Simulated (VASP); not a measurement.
# The (0 0 1) face of CuGePSe in VASP, part 3 of 4

How does the (0 0 1) face of CuGePSe behave as a surface? The start is a computed cell from the Materials Project.

VASP 6.6.1, plane waves and PAW; the level of theory is named at each step.

So far. Step 2 (The bulk reference): Energy at zero smearing: -20.60974 eV. Step 3 (Surface relaxation): The run ended after 20 ionic steps, 0.089 eV below its first step, once the forces on the free atoms met EDIFFG = -0.03.

## 4. Vacuum level and density of states

Level of this step: LDA, no spin polarisation; plane waves and PAW (Ge_d, P, Cu, Se) (VASP).

A static run writes the electrostatic potential without exchange and correlation (LVHAR), which is flat in the vacuum and gives the level to count from. The dipole correction cancels the field that unlike faces would set up across the vacuum.

Contents of INCAR:

```
SYSTEM = CuGePSe
PREC = Normal
ENCUT = 320
EDIFF = 1E-06
NELM = 120
ISMEAR = 0
SIGMA = 0.05
LREAL = .FALSE.
ALGO = Fast
GGA = CA
NBANDS = 56
LORBIT = 11
LWAVE = .TRUE.
LCHARG = .TRUE.
IDIPOL = 3
LDIPOL = .TRUE.
DIPOL = 0.5 0.5 0.499
LVHAR = .TRUE.
LVACPOTAV = .TRUE.
LELF = .TRUE.
NEDOS = 1500
```

Contents of POSCAR:

```
CuGePSe
1.0
    3.9076160419      0.0000000000      0.0000000000
   -1.9538080210      3.3840947606      0.0000000000
    0.0000000000      0.0000000000     25.3416781228
Ge P Cu Se
2 2 2 2
Direct
    0.3333333300      0.6666666700      0.2959551400
    0.0000000000      0.0000000000      0.5470708986
    0.6666666700      0.3333333300      0.3335213800
    0.3333333300      0.6666666700      0.5830884932
    0.6666666700      0.3333333300      0.4217168100
    0.3333333300      0.6666666700      0.6696460530
    0.0000000000      0.0000000000      0.4527522100
    0.6666666700      0.3333333300      0.6896646607
```

Contents of KPOINTS:

```
Automatic mesh
0
Gamma
9 9 1
0 0 0
```

The projector-augmented-wave data sets are Ge_d, P, Cu and Se (LDA family, release 64).

Launch:

```
mpirun -np 2 vasp_std
```

Output:

```text
[banner, memory and clock lines left out]
running    2 mpi-ranks, on    1 nodes
 distrk:  each k-point on    2 cores,    1 groups
 distr:  one band on    1 cores,    2 groups

 POSCAR found type information on POSCAR GeP CuSe
 POSCAR found :  4 types and       8 ions
 LDA part: xc-table for (Slater(with rela. corr.)+CA(PZ))
 , standard interpolation
 POSCAR, INCAR and KPOINTS ok, starting setup
 FFT: planning ... GRIDC
 FFT: planning ... GRID_SOFT
 FFT: planning ... GRID
 WAVECAR not read
 entering main loop
       N       E                     dE             d eps       ncg     rms          rms(c)
DAV:   1     0.592987587837E+03    0.59299E+03   -0.24043E+04  1768   0.127E+03
DAV:   2     0.572590447897E+02   -0.53573E+03   -0.50613E+03  1408   0.431E+02
DAV:   3    -0.365645192730E+02   -0.93824E+02   -0.91647E+02  1752   0.142E+02
DAV:   4    -0.429953689543E+02   -0.64308E+01   -0.63936E+01  1624   0.441E+01
DAV:   5    -0.433485376492E+02   -0.35317E+00   -0.35299E+00  1944   0.108E+01    0.189E+01
RMM:   6    -0.521340338842E+02   -0.87855E+01   -0.69478E+01  1880   0.568E+01    0.175E+01
RMM:   7    -0.472644651754E+02    0.48696E+01   -0.18641E+01  1784   0.327E+01    0.974E+00
RMM:   8    -0.413762120899E+02    0.58883E+01   -0.94773E-01  1915   0.738E+00    0.628E+00
RMM:   9    -0.399779451073E+02    0.13983E+01   -0.20578E+00  1980   0.852E+00    0.614E+00
RMM:  10    -0.399948355535E+02   -0.16890E-01   -0.63109E-01  2012   0.506E+00    0.422E+00
RMM:  11    -0.397265798699E+02    0.26826E+00   -0.46012E-01  1881   0.522E+00    0.180E+00
RMM:  12    -0.396849746660E+02    0.41605E-01   -0.65700E-02  2230   0.133E+00    0.149E+00
RMM:  13    -0.396544905414E+02    0.30484E-01   -0.17180E-02  2253   0.681E-01    0.912E-01
RMM:  14    -0.396396122565E+02    0.14878E-01   -0.89061E-03  2233   0.458E-01    0.145E-01
RMM:  15    -0.396400146660E+02   -0.40241E-03   -0.25427E-03  2468   0.167E-01    0.137E-01
RMM:  16    -0.396398692908E+02    0.14538E-03   -0.48796E-04  2184   0.111E-01    0.671E-02
RMM:  17    -0.396399523830E+02   -0.83092E-04   -0.14763E-04  2050   0.615E-02    0.479E-02
RMM:  18    -0.396399978255E+02   -0.45442E-04   -0.65805E-05  2226   0.276E-02    0.151E-02
RMM:  19    -0.396400867390E+02   -0.88914E-04   -0.21470E-05  2021   0.181E-02    0.119E-02
RMM:  20    -0.396401405477E+02   -0.53809E-04   -0.15939E-05  1818   0.126E-02    0.607E-03
RMM:  21    -0.396401762809E+02   -0.35733E-04   -0.72691E-06  1757   0.955E-03    0.662E-03
RMM:  22    -0.396401989507E+02   -0.22670E-04   -0.38969E-06  1610   0.616E-03    0.238E-03
RMM:  23    -0.396402137699E+02   -0.14819E-04   -0.93970E-07  1419   0.430E-03    0.174E-03
RMM:  24    -0.396402285642E+02   -0.14794E-04   -0.88938E-07  1402   0.551E-03    0.502E-03
RMM:  25    -0.396402364279E+02   -0.78637E-05   -0.10045E-06  1360   0.651E-03    0.333E-03
WARNING in EDDRMM: call to ZHEGV failed, returncode =   8  4     22
RMM:  26    -0.396402389609E+02   -0.25330E-05   -0.25541E-07  1242   0.330E-03    0.192E-03
RMM:  27    -0.396402397397E+02   -0.77882E-06   -0.83217E-08  1027   0.161E-03
|                                                                             |
|           W    W    AA    RRRRR   N    N  II  N    N   GGGG   !!!           |
|           W    W   A  A   R    R  NN   N  II  NN   N  G    G  !!!           |
|           W    W  A    A  R    R  N N  N  II  N N  N  G       !!!           |
|           W WW W  AAAAAA  RRRRR   N  N N  II  N  N N  G  GGG   !            |
|           WW  WW  A    A  R   R   N   NN  II  N   NN  G    G                |
|           W    W  A    A  R    R  N    N  II  N    N   GGGG   !!!           |
|                                                                             |
|     Did not find any points to average over, which means that no vacuum     |
|     field-free region was found. Please increase the size of  your cell     |
|     in the dimension of the dipole correction to obtain accurate            |
|     workfunction values.                                                    |
|                                                                             |

   1 F= -.39640240E+02 E0= -.39633562E+02  d E =-.133554E-01
 writing wavefunctions
```

The job ended after 36 s (2 MPI ranks of Intel Xeon 6975P-C (Granite Rapids), shared host; peak memory 0.37 GiB).

OUTCAR, selected parts (step 4):

```text
The static configuration has the point symmetry C_3v.

 Found     12 irreducible k-points:

   k-points           NKPTS =     12   k-points in BZ     NKDIM =     12   number of bands    NBANDS=     56

   NELECT =      72.0000    total number of electrons

 dipolmoment           0.000000      0.000000      0.075103 electrons x Angstroem

 E-fermi :  -0.5655

 k-point     1 :       0.0000    0.0000    0.0000
  band No.  band energies     occupation
    ...
     28      -2.4995      2.00000
     29      -2.4995      2.00000
     30      -1.9505      2.00000
     31      -1.9505      2.00000
     32      -1.6051      2.00000
     33      -0.5272      0.27849
     34      -0.4470      0.00080
     35      -0.4470      0.00080
     36      -0.1291      0.00000
     37       0.2139      0.00000
    ...

 k-point     2 :       0.1111   -0.0000    0.0000
  band No.  band energies     occupation
    ...
     31      -2.1494      2.00000
     32      -1.3160      2.00000
     33      -0.7880      2.00000
     34      -0.5839      1.39869
     35      -0.5711      1.12656
     36      -0.0046      0.00000
     37       0.1292      0.00000
     38       0.2977      0.00000
     39       0.7891      0.00000
     40       1.9621      0.00000
    ...

  Total       -5.6495093     -5.6495093     -1.3821585      0.0000000      0.0000000     -0.0000000
  in kB      -27.0104327    -27.0104327     -6.6081313      0.0000000      0.0000000     -0.0000000
  external PRESSURE =     -20.2096656 kB  Pullay stress =       0.0000000 kB

 POSITION                                       TOTAL-FORCE (eV/Angst)
 -----------------------------------------------------------------------------------
     -0.00000      2.25606      7.50000        -0.000000     -0.000000     -0.200845
      0.00000      0.00000     13.86369         0.000000     -0.000000     -0.017687
      1.95381      1.12803      8.45199         0.000000      0.000000      0.571284
     -0.00000      2.25606     14.77644         0.000000     -0.000000      0.016407
      1.95381      1.12803     10.68701         0.000000     -0.000000      0.207734
     -0.00000      2.25606     16.96995        -0.000000      0.000000     -0.007216
      0.00000      0.00000     11.47350         0.000000     -0.000000     -0.541310
      1.95381      1.12803     17.47726        -0.000000      0.000000     -0.028367
 -----------------------------------------------------------------------------------
    total drift:                               -0.000029     -0.000037      0.013047

  FREE ENERGIE OF THE ION-ELECTRON SYSTEM (eV)
  ---------------------------------------------------
  free  energy   TOTEN  =       -39.6402397397 eV

  energy  without entropy=      -39.6268843132  energy(sigma->0) =      -39.63356203

 vacuum level on the upper side and lower side of the slab         5.370         4.342

 total charge
# of ion       s       p       d       tot
------------------------------------------
    1        1.236   0.998  10.015  12.250
    2        1.168   1.110  10.054  12.333
    3        1.055   1.403   0.000   2.458
    4        1.085   1.368   0.000   2.454
    5        0.435   0.398   9.203  10.035
    6        0.470   0.481   9.149  10.101
    7        1.460   2.341   0.059   3.860
    8        1.462   2.313   0.048   3.823
--------------------------------------------------
tot          8.373  10.412  38.529  57.313

[... 6 parts as in an earlier step ...]

[... 6 further parts left out ...]
```

Numbers from this step:

```yaml
electronic_cycles: 27
fermi_energy: -0.5655 eV
dos_at_the_fermi_level: 9.722 states/eV/cell
dipole_moment: 0, 0, 0.07510 e·Å
vacuum_levels: 5.37, 4.342 eV
work_functions_of_the_upper_and_lower_face: 5.936, 4.907 eV
```

The density of states has structure finer than the step of the table below, so its rows give means over 1 eV, whole bins alone (the curve runs from -12.0 to 7.92 eV). Peaks (eV: height): total -3.8: 26.3, -3.2: 12.7, -2.7: 16.5, -1.9: 13.2; Ge s -8.9: 1.74, -8.4: 1.15, -8.2: 1.75, -7.6: 1.26; Ge p 3.4: 1.08, 3.7: 1.30, 4.2: 1.80, 5.0: 0.905; P s -11.8: 1.27, -11.4: 1.40, -11.0: 1.91, -10.5: 1.32; P p -3.8: 1.92, -3.6: 1.16, 1.4: 0.841, 4.2: 0.981.

Means over bins of 0.076 eV. Table of density of states by energy, zero at the Fermi level; means over each step; 7 of 10 lines; values in states/eV/cell:

```
energy (eV)  total    Ge s    Ge p     P s      P p     Cu s     Cu p
        -11   2.17   0.233  0.0750   0.868   0.0122   0.0197   0.0177
        -10  0.317  0.0179  0.0132   0.147  0.00113  0.00420  0.00247
         -9  0.679   0.286  0.0128  0.0391   0.0444  0.00257  0.00415
         -8   1.88   0.734  0.0465   0.188    0.127   0.0197   0.0114
         -7  0.968   0.286  0.0272   0.129   0.0604   0.0266   0.0125
         -6  0.790   0.136  0.0258  0.0653   0.0643   0.0531   0.0130
         -5   4.55  0.0177   0.298  0.0212    0.365    0.395   0.0576
         -4   10.6  0.0351   0.459  0.0228    0.788    0.108    0.195
         -3   10.1  0.0693   0.355  0.0177    0.483   0.0366   0.0550
         -2   7.43  0.0657   0.407  0.0402    0.452   0.0713    0.154
         -1   4.02  0.0477   0.119  0.0336    0.143   0.0508    0.197
          0   4.44   0.132   0.327  0.0605    0.364   0.0309    0.141
          1   2.50   0.181   0.220  0.0743    0.323  0.00889   0.0342
          2   2.44   0.145   0.336  0.0638    0.236  0.00728   0.0310
          3   2.90  0.0488   0.516  0.0647    0.331   0.0348   0.0421
          4   5.28  0.0498   0.847  0.0908    0.465    0.184    0.132
          5   4.67  0.0215   0.481  0.0426    0.272    0.223    0.150
          6   5.09  0.0210   0.264  0.0212    0.180    0.167    0.193
          7   6.34  0.0192   0.220  0.0286    0.176    0.193    0.298
```

The planar average of the electrostatic potential oscillates, so the rows of the table below give means over windows of 1 Å about each position, cut where the curve ends. Its maxima inside the range that stand out by 2 % of the span (Å: eV): 9.6: 3.11, 12.7: 2.32, 16.0: 2.86, 24.4: 5.94. Its minima: 8.1: -11.3, 11.1: -10.8, 14.5: -12.2, 17.2: -12.8.

Zero at the Fermi level. Table of planar average of the electrostatic potential by height; means over each step:

```
height (Å)  planar average of the electrostatic potential (eV)
         0                                                4.99
         1                                                4.91
         2                                                4.91
         3                                                4.91
         4                                                4.91
         5                                                4.85
         6                                                4.09
         7                                               -3.05
         8                                               -10.2
         9                                               -2.72
        10                                               0.173
        11                                               -8.92
        12                                               -3.06
        13                                              -0.252
        14                                               -9.64
        15                                               -7.47
        16                                                1.39
        17                                               -9.58
        18                                               -3.15
        19                                                5.24
        20                                                5.90
        21                                                5.94
        22                                                5.94
        23                                                5.94
        24                                                5.94
        25                                                5.82
```

Density of states in the PAW spheres, an atom over height of the layer and energy from the Fermi level.

Values in states/eV, 22 rows by 8 columns, each cell a mean:
```
0.11 0.12 0.12 0.07 0.04 0.07 0.24 0.25
0.40 0.31 0.56 0.37 0.19 0.25 0.83 0.80
0.40 0.22 0.57 0.33 0.12 0.14 0.63 0.64
0.10 0.07 0.61 0.31 0.09 0.07 0.69 0.50
0.09 0.09 1.14 0.39 0.09 0.13 1.03 0.62
0.24 0.29 1.71 0.28 0.10 0.11 0.95 0.45
0.38 0.33 2.59 0.27 0.22 0.21 1.01 0.32
0.27 0.23 4.55 0.14 0.18 0.17 1.74 0.14
0.21 0.23 5.31 0.11 0.26 0.20 4.89 0.18
0.25 0.38 1.39 0.15 0.22 0.19 3.82 0.27
0.23 0.42 1.84 0.40 0.18 0.28 2.40 0.41
0.29 0.52 3.20 1.29 0.43 0.65 4.44 0.81
0.09 0.14 0.70 0.62 0.36 0.37 1.81 0.54
0.10 0.16 0.54 0.69 0.32 0.31 0.83 0.48
0.03 0.06 0.30 0.43 0.23 0.27 0.45 0.32
0.01 0.03 0.26 0.39 0.19 0.20 0.18 0.09
0.13 0.10 0.07 0.02 0.01 0.01 0.01 0.00
0.21 0.14 0.06 0.01 0.01 0.01 0.00 0.00
0.23 0.14 0.03 0.00 0.00 0.00 0.00 0.00
0.19 0.11 0.05 0.09 0.18 0.12 0.05 0.01
0.21 0.10 0.03 0.06 0.19 0.12 0.04 0.01
0.36 0.15 0.03 0.07 0.33 0.18 0.04 0.00
```
Columns: height of the layer (Å) from 7.5 to 17.5 (not evenly spaced); rows upwards: energy from the Fermi level (eV) from -7.9 to 0.5.

Force by atom:

```
atom  x (eV/Å)  y (eV/Å)  z (eV/Å)   size
 Ge1     0.000     0.000    -0.201  0.201
 Ge2     0.000     0.000    -0.018  0.018
  P3     0.000     0.000     0.571  0.571
  P4     0.000     0.000     0.016  0.016
 Cu5     0.000     0.000     0.208  0.208
 Cu6     0.000     0.000    -0.007  0.007
 Se7     0.000     0.000    -0.541  0.541
 Se8     0.000     0.000    -0.028  0.028
```

ELF in the ca plane at fractional y = 0.333, with atoms of P and Cu and Se within 0.2 Å of it. It is the smooth field of the valence electrons, not physical close to the nuclei.

Values, 6 rows by 16 columns, each cell a mean:
```
0.00 0.00 0.00 0.00 0.07 0.03 0.13 0.49 0.78 0.58 0.19 0.23 0.19 0.12 0.27 0.15
0.00 0.00 0.00 0.00 0.00 0.01 0.07 0.54 0.49 0.69 0.09 0.10 0.11 0.03 0.04 0.05
0.00 0.00 0.00 0.00 0.00 0.01 0.07 0.54 0.64 0.68 0.13 0.13 0.12 0.04 0.07 0.06
0.00 0.00 0.00 0.00 0.00 0.18 0.27 0.48 0.71 0.46 0.21 0.35 0.27 0.20 0.42 0.25
0.00 0.00 0.00 0.00 0.03 0.30 0.51 0.43 0.32 0.11 0.22 0.69 0.45 0.36 0.71 0.55
0.00 0.00 0.00 0.00 0.17 0.18 0.45 0.45 0.43 0.19 0.23 0.63 0.42 0.34 0.66 0.48
```
Columns run along c (16.0 Å, from fractional 0.00 to 0.63 of the cell), rows up along a (3.9 Å). Atoms in or near the plane, at fractional coordinates: P at (0.33, 0.67), Cu at (0.42, 0.67).

Valence density in the ca plane at fractional y = 0.333, with atoms of P and Cu and Se within 0.2 Å of it. It is the smooth field of the valence electrons, not physical close to the nuclei.

Values in units of 1e0 e/Å³, 6 rows by 16 columns, each cell a mean:
```
0.0 0.0 0.0 0.0 0.2 0.5 0.3 0.7 0.4 0.1 0.1 0.1 0.1 0.2 0.6 0.3
0.0 0.0 0.0 0.0 0.3 0.3 0.6 7.0 2.7 0.1 0.0 0.0 0.0 0.4 0.3 0.5
0.0 0.0 0.0 0.0 0.3 0.5 0.5 4.6 1.8 0.1 0.0 0.0 0.0 0.3 0.6 0.5
0.0 0.0 0.0 0.0 0.2 0.4 0.2 0.3 0.3 0.1 0.1 0.2 0.1 0.2 0.5 0.2
0.0 0.0 0.0 0.1 0.2 0.1 0.1 0.1 0.3 0.1 0.2 0.4 0.2 0.1 0.2 0.1
0.0 0.0 0.0 0.1 0.2 0.2 0.1 0.1 0.3 0.1 0.2 0.4 0.2 0.1 0.2 0.1
```
Columns run along c (16.0 Å, from fractional 0.12 to 0.75 of the cell), rows up along a (3.9 Å). Atoms in or near the plane, at fractional coordinates: P at (0.33, 0.67), Cu at (0.42, 0.67), Se at (0.69, 0.67).

Electrostatic potential energy in the ca plane at fractional y = 0.333, with atoms of P and Cu and Se within 0.2 Å of it. With pseudopotentials it is smooth inside the atoms' cores, unlike the true potential.

Ten even steps from '0' (-52 eV) to '9' (4 eV), each cell a mean:
```
99999999999998888999888999999999999999887899
99999999999986214887434799999999999998511489
99999999999983000585101589999999999997101059
99999999999982000585101589999999999997111059
99999999999986203787424799999999999998410379
99999999999998778999878999999999999999877899
99999999999999999999999999999988899999999999
99999999999988999999999889999888889999999999
99999999999888999999999889999888889999999999
99999999999999999999999999999888899999999999
```
Columns run along c (16.0 Å, from fractional 0.12 to 0.75 of the cell; values clipped at the 3rd and 97th percentile), rows up along a (3.9 Å). Atoms in or near the plane, at fractional coordinates: P at (0.33, 0.67), Cu at (0.42, 0.67), Se at (0.69, 0.67).

The map of layer states is cut here 0.5 eV above the Fermi level, so it leaves out the states above that.

The vacuum level lies 5.94 eV above the Fermi level at the upper face; the two faces differ by 1.03 eV, the step that the slab's dipole of 0.075 e·Å makes.

VASP counts the dipole in electrons times Å, so a positive number points the physical dipole along −c.

The program found no field-free point at its default tolerance, but its printed level agrees with the flat part of the planar average.

On this mesh the fine structure of the density of states is sampling noise, and high empty states may be cut by the number of bands.

[end of part 3 of 4]

[Lines on the potential files, build, host, timing and source positions are cut from VASP's logs without a mark.]

[Logs are printed without paths, hosts, clocks, repeated set-up lines and the standing remarks that a program may print on its own settings, such as how far it seeks lower states.]

[Hosts, paths, dates, database ids (printed as entryN), source tags and the programs' standing remarks are cut or masked in the printed files.]

[In band tables of VASP the shares of atoms and orbitals are scaled to a sum of 1 inside the atoms' spheres.]

[Runs that stopped without an error message from VASP are left out.]
